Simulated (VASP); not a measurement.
```
YN
1.0
    0.00000     2.48880     2.48880
    2.48880     0.00000     2.48880
    2.48880     2.48880     0.00000
Y N
1 1
Cartesian
  0.00000   0.00000   0.00000
  2.48880   2.48880   2.48880
```

The base run (VASP): PBE GGA, plane waves, VASP's PBE PAW potentials (set 64). Numerical set-up: 520 eV cut-off, 8×8×8 Γ-centred mesh, Gaussian smearing of 0.050 eV, potentials Y_sv N.

The base run took about 30 core-seconds. Costs are core time on shared hosts, one run each; read them as rough ratios.

Pressures at a finite cut-off, here 520 eV, hold a Pulay part, which wasn't tested here.

```
setting                                          cost over the base run  electronic steps  pressure (GPa)
-----------------------------------------------  ----------------------  ----------------  --------------
GGA = RP                                           within a factor of 2                14           -3.39
base run                                                      reference                14           -6.43
GGA = 91                                           within a factor of 2                13           -6.59
IVDW = 12                                          within a factor of 2                14           -9.73
GGA removed, LMIXTAU = .TRUE., METAGGA = R2SCAN           about 4 times                21           -7.56
GGA removed, LMIXTAU = .TRUE., METAGGA = TPSS             about 4 times                18           -7.02
GGA removed, LMIXTAU = .TRUE., METAGGA = SCAN                (withheld)        (withheld)      (withheld)
```

### Question
What belongs in the gaps?

### Answer

- GGA removed, LMIXTAU = .TRUE., METAGGA = SCAN, cost over the base run: about 5 times
- GGA removed, LMIXTAU = .TRUE., METAGGA = SCAN, electronic steps: 22
- GGA removed, LMIXTAU = .TRUE., METAGGA = SCAN, pressure (GPa): -8.14

Left out are runs that failed, have no time on record or changed the cell.

The compound is YN in the rock salt structure. The cell was not relaxed at this level.
